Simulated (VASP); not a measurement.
The system is InAs.

```
CELL_PARAMETERS angstrom
0.00000 3.04545 3.04545
3.04545 0.00000 3.04545
3.04545 3.04545 0.00000
ATOMIC_POSITIONS crystal
In 0.00000 0.00000 0.00000
As 0.25000 0.25000 0.25000
```

The cell was built by a generator and needn't be a form met in nature.

Base run:

| Item | Value |
| --- | --- |
| Program | VASP 6.6.1 |
| Functional | r2SCAN |
| Potentials or basis | VASP PAW PBE potentials, release 64 (In_d, As) |
| Cutoff | 520 eV |
| k mesh | 10 × 10 × 10 |
| Occupations | gaussian, width 0.03 eV |
| Spin | no spin polarisation |

Its results: band gap on the k mesh 0.13 eV, direct.

**Question.** The run is repeated on the same cell with these changes: functional from r2SCAN to TB-mBJ. What comes out?

**Answer.** Band gap on the k mesh 0.60 eV, direct.

Caveats: spin-orbit coupling is left out, which moves the levels of the heavy elements.
